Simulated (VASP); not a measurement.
These are AM05 GGA, VASP's PBE PAW potentials (set 64) (plane waves; VASP) values and carry that method's errors.

VASP ran on this input.

KPOINTS:
```
Automatic mesh
0
Gamma
18 18 18
0 0 0
```

### POSCAR
```
Ni
2.3947910
  0.0000000000   0.7071067068   0.7071067068
  0.7071067068   0.0000000000   0.7071067068
  0.7071067068   0.7071067068   0.0000000000
Ni
1
Cartesian
  0.0000000000   0.0000000000   0.0000000000
```

### INCAR
```
ALGO = Normal
EDIFF = 1E-7
ENCUT = 520
GGA = AM
ISIF = 2
ISMEAR = 1
ISPIN = 2
LASPH = .TRUE.
LCHARG = .FALSE.
LMAXMIX = 4
LORBIT = 10
LREAL = .FALSE.
LWAVE = .FALSE.
MAGMOM = 0.6
NELM = 100
PREC = Accurate
SIGMA = 0.1
SYSTEM = Ni
```

POTCAR, in this order: Ni (PBE.64 set). Program: vasp_std.

Output

OUTCAR:
```
 ion  position               nearest neighbor table
   1  0.000  0.000  0.000-
  LATTYP: Found a face centered cubic cell.
 ALAT       =     3.3867455552
 Subroutine PRICEL returns:
 Original cell was already a primitive cell.
 Subroutine GETGRP returns: Found 48 space group operations
The static configuration has the point symmetry O_h .
The dynamic configuration has the point symmetry O_h .
The overall configuration has the point symmetry O_h .
 Subroutine INISYM returns: Found 48 space group operations
 Subroutine IBZKPT returns following result:
 Found    195 irreducible k-points:

 Following reciprocal coordinates:
            Coordinates               Weight
  0.000000  0.000000  0.000000      1.000000
  0.055556  0.000000  0.000000      8.000000
  0.111111  0.000000  0.000000      8.000000
  0.166667  0.000000  0.000000      8.000000
  0.222222  0.000000  0.000000      8.000000
  0.277778  0.000000  0.000000      8.000000
  0.333333  0.000000  0.000000      8.000000
  0.388889  0.000000  0.000000      8.000000
  0.444444  0.000000  0.000000      8.000000
  0.500000  0.000000  0.000000      4.000000
  0.055556  0.055556  0.000000      6.000000
  0.111111  0.055556  0.000000     24.000000
  0.166667  0.055556  0.000000     24.000000
  0.222222  0.055556  0.000000     24.000000
  0.277778  0.055556  0.000000     24.000000
  0.333333  0.055556  0.000000     24.000000
  0.388889  0.055556  0.000000     24.000000
  0.444444  0.055556  0.000000     24.000000
  0.500000  0.055556  0.000000     24.000000
 -0.444444  0.055556  0.000000     24.000000
 -0.388889  0.055556  0.000000     24.000000
 -0.333333  0.055556  0.000000     24.000000
 -0.277778  0.055556  0.000000     24.000000
 -0.222222  0.055556  0.000000     24.000000
...
```

**OSZICAR**
```
       N       E                     dE             d eps       ncg     rms          rms(c)
DAV:   1     0.220717314210E+02    0.22072E+02   -0.48688E+03  7196   0.147E+03
DAV:   2    -0.663084892122E+01   -0.28703E+02   -0.27620E+02  7110   0.167E+02
DAV:   3    -0.702338559837E+01   -0.39254E+00   -0.39158E+00  8103   0.261E+01
DAV:   4    -0.702694256237E+01   -0.35570E-02   -0.35565E-02  7926   0.215E+00
DAV:   5    -0.702702661705E+01   -0.84055E-04   -0.84055E-04  8014   0.290E-01    0.118E+01
DAV:   6    -0.613343660519E+01    0.89359E+00   -0.15789E+01  7391   0.671E+01    0.527E+00
DAV:   7    -0.588965116531E+01    0.24379E+00   -0.20914E+00  7430   0.233E+01    0.234E+00
DAV:   8    -0.586800924026E+01    0.21642E-01   -0.26631E-02 10101   0.193E+00    0.100E+00
DAV:   9    -0.586587702794E+01    0.21322E-02   -0.11740E-03 10418   0.319E-01    0.281E-01
DAV:  10    -0.586535523737E+01    0.52179E-03   -0.41595E-04  9774   0.166E-01    0.347E-02
DAV:  11    -0.586535699951E+01   -0.17621E-05   -0.84883E-06  8764   0.404E-02    0.282E-02
DAV:  12    -0.586535943676E+01   -0.24373E-05   -0.28441E-06  9036   0.188E-02    0.499E-03
DAV:  13    -0.586535974117E+01   -0.30440E-06   -0.28869E-07  5143   0.555E-03    0.126E-03
DAV:  14    -0.586535969128E+01    0.49889E-07   -0.13634E-08  3666   0.133E-03
   1 F= -.58653597E+01 E0= -.58654482E+01  d E =0.265522E-03  mag=     0.6047
```

**OUTCAR**
```
------------------------ aborting loop because EDIFF is reached ----------------------------------------
  FORCE on cell =-STRESS in cart. coord.  units (eV):
  Direction    XX          YY          ZZ          XY          YZ          ZX
  --------------------------------------------------------------------------------------
  Total        1.0024984      1.0024984      1.0024984      0.0000000      0.0000000      0.0000000
  in kB      165.3889788    165.3889788    165.3889788      0.0000000      0.0000000      0.0000000
  external PRESSURE =     165.3889788 kB  Pullay stress =       0.0000000 kB
  volume of cell :        9.71
      direct lattice vectors                 reciprocal lattice vectors
     0.000000000  1.693372778  1.693372778    -0.295268713  0.295268713  0.295268713
     1.693372778  0.000000000  1.693372778     0.295268713 -0.295268713  0.295268713
     1.693372778  1.693372778  0.000000000     0.295268713  0.295268713 -0.295268713
 POSITION                                       TOTAL-FORCE (eV/Angst)
 -----------------------------------------------------------------------------------
      0.00000      0.00000      0.00000         0.000000      0.000000      0.000000
 -----------------------------------------------------------------------------------
    total drift:                                0.000000     -0.000000      0.000000
  FREE ENERGIE OF THE ION-ELECTRON SYSTEM (eV)
  ---------------------------------------------------
  free  energy   TOTEN  =        -5.8653596913 eV

  energy  without entropy=       -5.8656252129  energy(sigma->0) =       -5.86544820

 total charge

# of ion       s       p       d       tot
------------------------------------------
    1        0.552   0.613   8.372   9.537

 magnetization (x)

# of ion       s       p       d       tot
------------------------------------------
    1       -0.006  -0.023   0.632   0.603
```
(Selected blocks of OUTCAR.)

OUTCAR:
```
 val. band max:       10.8825202722   @ k =   0.3889   0.0556   0.0000

 cond. band min:      10.8964471792   @ k =  -0.3333   0.2778   0.1111


 Fermi energy:        10.8882648376

 spin component 1

 k-point     1 :       0.0000    0.0000    0.0000
  band No.  band energies     occupation
      1       1.0115      1.00000
      2       8.1663      1.00000
      3       8.1663      1.00000
      4       8.1663      1.00000
      5       9.5239      1.00000
      6       9.5239      1.00000
      7      35.4679      0.00000
      8      40.2830      0.00000
      9      40.2830      0.00000

 k-point     2 :       0.0556    0.0000    0.0000
  band No.  band energies     occupation
      1       1.1431      1.00000
      2       8.1278      1.00000
      3       8.1984      1.00000
      4       8.1984      1.00000
      5       9.5095      1.00000
      6       9.5095      1.00000
      7      35.1783      0.00000
      8      38.6083      0.00000
      9      40.0279      0.00000

 k-point     3 :       0.1111    0.0000    0.0000
  band No.  band energies     occupation
      1       1.5315      1.00000
      2       8.0236      1.00000
      3       8.2825      1.00000
      4       8.2825      1.00000
      5       9.4784      1.00000
      6       9.4784      1.00000
      7      33.6273      0.00000
      8      37.0258      0.00000
      9      39.4984      0.00000

 k-point     4 :       0.1667    0.0000    0.0000
  band No.  band energies     occupation
      1       2.1547      1.00000
      2       7.8875      1.00000
      3       8.3792      1.00000
      4       8.3792      1.00000
      5       9.4689      1.00000
      6       9.4689      1.00000
      7      30.8807      0.00000
      8      36.4546      0.00000
      9      38.9556      0.00000

 k-point     5 :       0.2222    0.0000    0.0000
  band No.  band energies     occupation
      1       2.9647      1.00000
...
```

The compound is Ni in the fcc structure. This cell is one point of a volume scan, at 0.94 of the reference volume.
